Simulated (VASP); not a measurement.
# Cutoff convergence: ZnCu

System: CuZn (CsCl type, first atom moved by 0.06 Å along [111]), 2 atoms in the cell.

```xyz
2
Lattice="2.9700 0.0000 0.0000 0.0000 2.9700 0.0000 0.0000 0.0000 2.9700" Properties=species:S:1:pos:R:3 pbc="T T T"
Cu    0.0346    0.0346    0.0346
Zn    1.4850    1.4850    1.4850
```

All numbers below come from HSE06, plane waves, standard recommended PAW potentials in VASP.

Orbitals from an earlier step on the same cell; potentials Cu_pv Zn; PREC = Normal; HFSCREEN = 0.208; HFRCUT = 0; PRECFOCK = Fast; k-mesh 4×4×4 Γ-centred; Fermi–Dirac smearing of 0.1 eV; no spin polarisation.

At 479 eV the pressure at a fixed basis is -2.46 GPa. Another run of the series gave -1.92 GPa at a fixed basis and an energy +0.7 meV/atom from the top run.

Problem. Which cutoff did it use?
A. 424 eV
B. 369 eV
C. 332 eV

Solution. A. The series:

| cutoff (eV) | E − E(top) (meV/atom) | pressure at fixed basis (GPa) | rms force change (meV/Å) |
| --- | --- | --- | --- |
| 332 | 82.7 | -25.09 | 73.8 |
| 369 | 8.2 | -6.73 | 23.0 |
| 424 | 0.7 | -1.92 | 0.3 |
| 479 | 0.0 | -2.46 | 0.0 |

The k-mesh is coarse, so these values belong to this mesh and can lie far from the converged ones. Potentials made with PBE were used with another functional.
